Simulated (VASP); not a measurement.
Runs of VASP 6.6.1 on Ru. Symmetry: P6_3/mmc, No. 194, hexagonal system. The conventional cell has a = 2.719 Å, b = 2.719 Å, c = 4.297 Å, α = 90.00°, β = 90.00°, γ = 120.00°. Ru (site symmetry -6m2) is surrounded by 12 Ru at 2.66 to 2.72 Å. 

```tsv
level	potentials or basis	k mesh	cutoff (eV)	grid for exact exchange (PRECFOCK)	screening parameter	exchange at q = 0	gap on the mesh (eV)	pressure (GPa)
PBEsol	VASP PAW PBE potentials, release 64 (Ru_pv)	18 × 18 × 10	600	-	-	-	none	-10.5
HSE06	VASP PAW PBE potentials, release 64 (Ru_pv)	10 × 10 × 6	450	Fast	0.2 1/A	-	none	-13.3
PBEsol	VASP PAW PBE potentials, release 64 (Ru_pv)	18 × 18 × 10	300	-	-	-	none	(a)
LDA	VASP PAW LDA potentials, release 64 (Ru_pv)	18 × 18 × 10	450	-	-	-	none	-15.6
PBEsol	VASP PAW PBE potentials, release 64 (Ru_pv)	18 × 18 × 10	450	-	-	-	none	-10.6
r2SCAN	VASP PAW PBE potentials, release 64 (Ru_pv)	18 × 18 × 10	450	-	-	-	none	-5.1
PBE0	VASP PAW PBE potentials, release 64 (Ru_pv)	10 × 10 × 6	450	Fast	-	truncated	none	(b)
```

Alike in all rows: task single point; no spin polarisation; cell as given; smearing methfessel-paxton 0.1 eV.

Estimate the missing entries.

(a) -11.2; (b) -13.4.

Caveats: the PAW data sets were made with another functional, which shifts forces and pressure a little (some runs); so large a pressure means that the cell lies far from this level's equilibrium, or that cutoff or potentials fall short (some runs).

A k mesh can miss the band edges, and the runs leave out spin-orbit coupling on Ru.

A gap of «none» marks a metal or a gap under the smearing width.

Runs at the PBE level aren't shown here.
